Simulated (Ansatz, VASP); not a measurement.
**CdAg: VASP beside Ansatz**

Contents of INCAR:

```
PREC = Accurate
ENCUT = 520
EDIFF = 1E-7
ISMEAR = 0
SIGMA = 0.15
LREAL = F
LASPH = T
NELM = 100
ALGO = Fast
ISIF = 2
LWAVE = F
LCHARG = T
GGA = CA
LELF = T
LVHAR = T
NBANDS = 18
```

The input KPOINTS:

```
Automatic mesh
0
Gamma
  14 14 14
```

POSCAR

```
CdAg
1.0
    3.3300000000      0.0000000000      0.0000000000
    0.0000000000      3.3300000000      0.0000000000
    0.0000000000      0.0000000000      3.3300000000
Cd Ag
1 1
Direct
    0.5000000000      0.5000000000      0.5000000000
    0.0000000000      0.0000000000      0.0000000000
```

Input for Ansatz:

```yaml
crystal:
  lattice:
    - [3.33, 0.0, 0.0]
    - [0.0, 3.33, 0.0]
    - [0.0, 0.0, 3.33]
  atoms:
    - { symbol: Cd, position: [0.5, 0.5, 0.5] }
    - { symbol: Ag, position: [0.0, 0.0, 0.0] }
basis:
  ecutwfc: 420
kpoints:
  mp_grid: { grid: [14, 14, 14] }
hamiltonian:
  xc: lda
scf:
  occupations: { method: gaussian, width: 0.15 }
output:
  forces: true
  stress: true
  eigenvalues: true
```

Alike in both runs: task single point; functional LDA; k mesh 14 × 14 × 14; occupations gaussian, width 0.15 eV; no spin polarisation.

```csv
,VASP,Ansatz
version,VASP 6.6.1,Ansatz 0.2.0
potentials or method,"VASP PAW LDA potentials, release 64 (Cd, Ag)","scalar-relativistic, plane waves, PAW"
plane-wave cutoff (eV),520,420
valence electrons in the cell,23,39
```

Ansatz gave:

| Item | Value |
| --- | --- |
| gap on the k mesh at the Fermi level (eV) | none |
| pressure (GPa) | -5.8 |

**Question.** Which values does VASP return?

**Answer.** gap on the k mesh at the Fermi level (eV): none; pressure (GPa): -5.2.

A gap of «none» marks a metal or a gap that the smearing closes. The two sets of potentials don't hold the same shells in valence.
